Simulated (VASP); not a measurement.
Computed with revPBE GGA, VASP's PBE PAW potentials (set 64) (plane waves; VASP 6.6.1).

A VASP calculation is set up with these files.

### KPOINTS
```
Automatic
0
gamma
  10 10 10
```

**INCAR**
```
SYSTEM = NiO
PREC = Accurate
ENCUT = 520
EDIFF = 1E-7
NELM = 100
ALGO = Normal
LREAL = .FALSE.
LASPH = .TRUE.
ISMEAR = -5
GGA = RE
LMAXMIX = 4
ISPIN = 2
MAGMOM = 1.4 -1.4 0.0 0.0
LORBIT = 11
LWAVE = .FALSE.
LCHARG = .TRUE.
NEDOS = 601
ISIF = 2
LEFG = .TRUE.
```

POSCAR:
```
NiO
1
    4.2244471081     2.1103285244     2.1103285244
    2.1103285244     4.2244471081     2.1103285244
    2.1103285244     2.1103285244     4.2244471081
Ni O
2 2
Direct
  0.0000000000   0.0000000000   0.0000000000
  0.5000000000   0.5000000000   0.5000000000
  0.2500000000   0.2500000000   0.2500000000
  0.7500000000   0.7500000000   0.7500000000
```

POTCAR, in this order: Ni O (PBE.64 set). Program: vasp_std.

What VASP printed:

File OUTCAR:
```
 ion  position               nearest neighbor table
   1  0.000  0.000  0.000-   4 2.11   4 2.11   4 2.11   3 2.11   3 2.11   3 2.11   2 2.99   2 2.99
                             2 2.99   2 2.99   2 2.99   2 2.99
   2  0.500  0.500  0.500-   3 2.11   3 2.11   3 2.11   4 2.11   4 2.11   4 2.11   1 2.99   1 2.99
                             1 2.99   1 2.99   1 2.99   1 2.99
   3  0.250  0.250  0.250-   1 2.11   1 2.11   1 2.11   2 2.11   2 2.11   2 2.11
   4  0.750  0.750  0.750-   2 2.11   2 2.11   2 2.11   1 2.11   1 2.11   1 2.11
  LATTYP: Found a trigonal (rhomboedric) cell.
 ALAT       =     5.1723231077
 COS(alpha) =     0.8329342618
 Subroutine PRICEL returns following result:
  LATTYP: Found a trigonal (rhomboedric) cell.
 ALAT       =     2.9871357980
 COS(alpha) =     0.4991026263
 Subroutine GETGRP returns: Found 12 space group operations
The static configuration has the point symmetry D_3d.
The dynamic configuration has the point symmetry D_3d.
The overall configuration has the point symmetry D_3d.
 Subroutine INISYM returns: Found 12 space group operations
 Subroutine IBZKPT returns following result:
 Found    116 irreducible k-points:

 Following reciprocal coordinates:
            Coordinates               Weight
  0.000000  0.000000  0.000000      1.000000
  0.100000 -0.000000 -0.000000      6.000000
  0.200000 -0.000000 -0.000000      6.000000
  0.300000  0.000000  0.000000      6.000000
  0.400000  0.000000  0.000000      6.000000
  0.500000  0.000000  0.000000      3.000000
  0.100000  0.100000  0.000000      6.000000
  0.200000  0.100000 -0.000000     12.000000
  0.300000  0.100000  0.000000     12.000000
  0.400000  0.100000  0.000000     12.000000
  0.500000  0.100000 -0.000000     12.000000
 -0.400000  0.100000  0.000000     12.000000
 -0.300000  0.100000 -0.000000     12.000000
 -0.200000  0.100000  0.000000     12.000000
 -0.100000  0.100000  0.000000      6.000000
  0.200000  0.200000  0.000000      6.000000
  0.300000  0.200000 -0.000000     12.000000
  0.400000  0.200000 -0.000000     12.000000
  0.500000  0.200000  0.000000     12.000000
 -0.400000  0.200000 -0.000000     12.000000
 -0.300000  0.200000  0.000000     12.000000
 -0.200000  0.200000  0.000000      6.000000
  0.300000  0.300000  0.000000      6.000000
  0.400000  0.300000  0.000000     12.000000
  0.500000  0.300000 -0.000000     12.000000
 -0.400000  0.300000  0.000000     12.000000
 -0.300000  0.300000  0.000000      6.000000
  0.400000  0.400000  0.000000      6.000000
  0.500000  0.400000  0.000000     12.000000
 -0.400000  0.400000  0.000000      6.000000
  0.500000  0.500000  0.000000      3.000000
  0.100000  0.100000  0.100000      2.000000
  0.200000  0.100000  0.100000      6.000000
  0.300000  0.100000  0.100000      6.000000
  0.400000  0.100000  0.100000      6.000000
  0.500000  0.100000  0.100000      6.000000
 -0.400000  0.100000  0.100000      6.000000
 -0.300000  0.100000  0.100000      6.000000
 -0.200000  0.100000  0.100000      6.000000
 -0.100000  0.100000  0.100000      6.000000
   k-points           NKPTS =    116   k-points in BZ     NKDIM =    116   number of bands    NBANDS=     20
   number of dos      NEDOS =    601   number of ions     NIONS =      4
   total plane-waves  NPLWV =  64000
   dimension x,y,z NGX =    40 NGY =   40 NGZ =   40
   dimension x,y,z NGXF=    80 NGYF=   80 NGZF=   80
   ions per type =               2   2
   PREC   = accura    normal or accurate (medium, high low for compatibility)
   ISTART =      0    job   : 0-new  1-cont  2-samecut
   ICHARG =      2    charge: 1-file 2-atom 10-const
   ISPIN  =      2    spin polarized calculation?
   LNONCOLLINEAR =      F non collinear calculations
...
```

### OSZICAR
```
       N       E                     dE             d eps       ncg     rms          rms(c)
DAV:   1     0.259803689824E+03    0.25980E+03   -0.15917E+04  9424   0.209E+03
DAV:   2     0.493524782380E+01   -0.25487E+03   -0.23827E+03  9620   0.408E+02
DAV:   3    -0.251328023180E+02   -0.30068E+02   -0.28567E+02 10660   0.157E+02
DAV:   4    -0.261000769062E+02   -0.96727E+00   -0.96013E+00 10384   0.303E+01
DAV:   5    -0.261276338978E+02   -0.27557E-01   -0.27561E-01 10976   0.480E+00    0.200E+01
DAV:   6    -0.234670884364E+02    0.26605E+01   -0.46906E+01 14012   0.111E+02    0.223E+01
DAV:   7    -0.218295071448E+02    0.16376E+01   -0.75278E+00 11792   0.859E+01    0.915E+00
DAV:   8    -0.220692969540E+02   -0.23979E+00   -0.23650E+00 10452   0.135E+01    0.607E+00
DAV:   9    -0.219896437203E+02    0.79653E-01   -0.24391E-01 15212   0.133E+01    0.189E+00
DAV:  10    -0.220104114571E+02   -0.20768E-01   -0.87282E-02 12864   0.485E+00    0.921E-01
DAV:  11    -0.220093341977E+02    0.10773E-02   -0.22893E-02 15032   0.400E+00    0.153E-01
DAV:  12    -0.220098654214E+02   -0.53122E-03   -0.50615E-03  9532   0.639E-01    0.118E-01
DAV:  13    -0.220097670343E+02    0.98387E-04   -0.35642E-04 13132   0.189E-01    0.582E-02
DAV:  14    -0.220097848461E+02   -0.17812E-04   -0.23310E-04 11984   0.252E-01    0.423E-02
DAV:  15    -0.220097802123E+02    0.46338E-05   -0.38643E-05 12412   0.989E-02    0.137E-02
DAV:  16    -0.220097803908E+02   -0.17845E-06   -0.70953E-06 12196   0.397E-02    0.409E-03
DAV:  17    -0.220097802519E+02    0.13881E-06   -0.45450E-07  8608   0.122E-02    0.954E-04
DAV:  18    -0.220097802823E+02   -0.30378E-07   -0.16381E-07  5180   0.493E-03
   1 F= -.22009780E+02 E0= -.22009780E+02  d E =0.000000E+00  mag=     0.0000
```

OUTCAR:
```
------------------------ aborting loop because EDIFF is reached ----------------------------------------
  FORCE on cell =-STRESS in cart. coord.  units (eV):
  Direction    XX          YY          ZZ          XY          YZ          ZX
  --------------------------------------------------------------------------------------
  Total        0.0103534      0.0103534      0.0103534     -0.0367858     -0.0367858     -0.0367858
  in kB        0.4394692      0.4394692      0.4394692     -1.5614478     -1.5614478     -1.5614478
  external PRESSURE =       0.4394692 kB  Pullay stress =       0.0000000 kB
  volume of cell :       37.75
      direct lattice vectors                 reciprocal lattice vectors
     4.224447108  2.110328524  2.110328524     0.354810843 -0.118199521 -0.118199521
     2.110328524  4.224447108  2.110328524    -0.118199521  0.354810843 -0.118199521
     2.110328524  2.110328524  4.224447108    -0.118199521 -0.118199521  0.354810843
 POSITION                                       TOTAL-FORCE (eV/Angst)
 -----------------------------------------------------------------------------------
      0.00000      0.00000      0.00000        -0.000000     -0.000000     -0.000000
      4.22255      4.22255      4.22255         0.000000     -0.000000      0.000000
      2.11128      2.11128      2.11128         0.000000      0.000000      0.000000
      6.33383      6.33383      6.33383        -0.000000     -0.000000     -0.000000
 -----------------------------------------------------------------------------------
    total drift:                                0.000000     -0.000000     -0.000000
  FREE ENERGIE OF THE ION-ELECTRON SYSTEM (eV)
  ---------------------------------------------------
  free  energy   TOTEN  =       -22.0097802823 eV

  energy  without entropy=      -22.0097802823  energy(sigma->0) =      -22.00978028

 total charge

# of ion       s       p       d       tot
------------------------------------------
    1        0.316   0.373   8.233   8.922
    2        0.316   0.373   8.233   8.922
    3        1.565   3.401   0.000   4.967
    4        1.565   3.401   0.000   4.967
--------------------------------------------------
tot          3.763   7.549  16.465  27.777

 magnetization (x)

# of ion       s       p       d       tot
------------------------------------------
    1       -0.009  -0.013   1.403   1.381
    2        0.009   0.013  -1.403  -1.381
    3        0.000   0.000   0.000   0.000
    4        0.000   0.000   0.000   0.000
--------------------------------------------------
tot          0.000   0.000   0.000   0.000

 Electric field gradients after diagonalization (V/A^2)
 (convention: |V_zz| > |V_xx| > |V_yy|)
----------------------------------------------------------------------
 ion       V_xx      V_yy      V_zz     asymmetry (V_yy - V_xx)/ V_zz
----------------------------------------------------------------------
   1      -0.684    -0.684     1.369       0.000
   2      -0.684    -0.684     1.369       0.000
   3       1.299     1.299    -2.599       0.000
   4       1.299     1.299    -2.599       0.000
```
(Selected blocks of OUTCAR.)

The compound is NiO in the rock salt, AFM-II order structure. It was relaxed first.
